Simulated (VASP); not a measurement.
These are PBEsol GGA, VASP's PBE PAW potentials (set 64) (plane waves; VASP) values and carry that method's errors.

VASP ran on this input.

File POSCAR:
```
PbO
1
    3.1582674355     0.0000000000     0.0000000000
    0.0000000000     3.1582674355     0.0000000000
    0.0000000000     0.0000000000     3.1582674355
Pb O
1 1
Direct
  0.0000000000   0.0000000000   0.0000000000
  0.5000000000   0.5000000000   0.5000000000
```

INCAR:
```
SYSTEM = PbO
PREC = Accurate; ENCUT = 620; LREAL = .FALSE.
LASPH = .TRUE.
EDIFF = 1E-6; NELM = 100; ALGO = Normal
LMAXMIX = 4
ISMEAR = 0; SIGMA = 0.05
GGA = PS
IBRION = 2; NSW = 40; ISIF = 3
EDIFFG = -0.02
LWAVE = .FALSE.; LCHARG = .FALSE.
```

**KPOINTS**
```
Automatic mesh
0
Gamma
8 8 8
0 0 0
```

POTCAR, in this order: Pb_d O (PBE.64 set). Program: vasp_std.

Output of the run:

OSZICAR:
```
       N       E                     dE             d eps       ncg     rms          rms(c)
DAV:   1     0.183022301236E+03    0.18302E+03   -0.11847E+04   988   0.201E+03
DAV:   2     0.186895971411E+01   -0.18115E+03   -0.17609E+03  1082   0.432E+02
DAV:   3    -0.121470784154E+02   -0.14016E+02   -0.13785E+02  1234   0.123E+02
DAV:   4    -0.124119483987E+02   -0.26487E+00   -0.26477E+00  1102   0.183E+01
DAV:   5    -0.124191663348E+02   -0.72179E-02   -0.72179E-02  1232   0.303E+00    0.763E+00
DAV:   6    -0.108254968870E+02    0.15937E+01   -0.12531E+01  1368   0.326E+01    0.477E+00
DAV:   7    -0.105549764207E+02    0.27052E+00   -0.16641E+00  1102   0.121E+01    0.143E+00
DAV:   8    -0.105413033282E+02    0.13673E-01   -0.36861E-01  1102   0.689E+00    0.941E-01
DAV:   9    -0.105268434992E+02    0.14460E-01   -0.34745E-02  1124   0.252E+00    0.124E-01
DAV:  10    -0.105272004973E+02   -0.35700E-03   -0.33811E-03  1158   0.677E-01    0.124E-01
DAV:  11    -0.105270051310E+02    0.19537E-03   -0.17431E-03  1016   0.444E-01    0.641E-02
DAV:  12    -0.105269535419E+02    0.51589E-04   -0.14778E-04  1046   0.123E-01    0.156E-03
DAV:  13    -0.105269536879E+02   -0.14600E-06   -0.20541E-06   888   0.161E-02
   1 F= -.10526954E+02 E0= -.10526954E+02  d E =-.105270E+02
```

File OUTCAR:
```
------------------------ aborting loop because EDIFF is reached ----------------------------------------
  FORCE on cell =-STRESS in cart. coord.  units (eV):
  Direction    XX          YY          ZZ          XY          YZ          ZX
  --------------------------------------------------------------------------------------
  Total       -0.0103529     -0.0103529     -0.0103529     -0.0000000     -0.0000000      0.0000000
  in kB       -0.5265323     -0.5265323     -0.5265323     -0.0000000     -0.0000000      0.0000000
  external PRESSURE =      -0.5265323 kB  Pullay stress =       0.0000000 kB
  volume of cell :       31.50
      direct lattice vectors                 reciprocal lattice vectors
     3.158267435  0.000000000  0.000000000     0.316629298  0.000000000  0.000000000
     0.000000000  3.158267435  0.000000000     0.000000000  0.316629298  0.000000000
     0.000000000  0.000000000  3.158267435     0.000000000  0.000000000  0.316629298
 POSITION                                       TOTAL-FORCE (eV/Angst)
 -----------------------------------------------------------------------------------
      0.00000      0.00000      0.00000         0.000000      0.000000      0.000000
      1.57913      1.57913      1.57913         0.000000      0.000000      0.000000
 -----------------------------------------------------------------------------------
    total drift:                                0.000000      0.000000      0.000000
  FREE ENERGIE OF THE ION-ELECTRON SYSTEM (eV)
  ---------------------------------------------------
  free  energy   TOTEN  =       -10.5269536879 eV

  energy  without entropy=      -10.5269536879  energy(sigma->0) =      -10.52695369

 reached required accuracy - stopping structural energy minimisation
```
(Selected blocks of OUTCAR.)

### OUTCAR
```
 val. band max:        7.2955953278   @ k =   0.5000   0.1250   0.0000

 cond. band min:       7.7138794903   @ k =   0.5000   0.0000   0.0000


 Fermi energy:         7.5121360549

 k-point     1 :       0.0000    0.0000    0.0000
  band No.  band energies     occupation
      1     -10.0311      2.00000
      2      -9.4664      2.00000
      3      -9.4664      2.00000
      4      -8.7163      2.00000
      5      -8.7163      2.00000
      6      -8.7163      2.00000
      7      -1.0245      2.00000
      8       5.4377      2.00000
      9       5.4377      2.00000
     10       5.4377      2.00000
     11      16.1200      0.00000
     12      16.1200      0.00000
     13      16.1200      0.00000
     14      17.0442      0.00000

 k-point     2 :       0.1250    0.0000    0.0000
  band No.  band energies     occupation
      1      -9.9263      2.00000
      2      -9.4606      2.00000
      3      -9.3916      2.00000
      4      -8.7478      2.00000
      5      -8.7478      2.00000
      6      -8.7137      2.00000
      7      -1.1547      2.00000
      8       5.4689      2.00000
      9       5.5545      2.00000
     10       5.5545      2.00000
     11      13.9254      0.00000
     12      16.0309      0.00000
     13      16.0309      0.00000
     14      17.1477      0.00000

 k-point     3 :       0.2500    0.0000    0.0000
  band No.  band energies     occupation
      1      -9.6591      2.00000
      2      -9.4463      2.00000
      3      -9.2092      2.00000
      4      -8.8226      2.00000
      5      -8.8226      2.00000
      6      -8.7075      2.00000
      7      -1.4726      2.00000
      8       5.6484      2.00000
      9       5.8468      2.00000
     10       5.8468      2.00000
     11      11.3072      0.00000
     12      15.7606      0.00000
     13      15.7606      0.00000
     14      17.4523      0.00000

 k-point     4 :       0.3750    0.0000    0.0000
  band No.  band energies     occupation
...
```

Unless said otherwise, spin-orbit coupling is left out, though it shifts the bands of the heavy elements here.

The structure was generated: PbO was put into the CsCl type type (Pm-3m), which need not be its known phase. It was relaxed first, which changed the volume by +50 %.
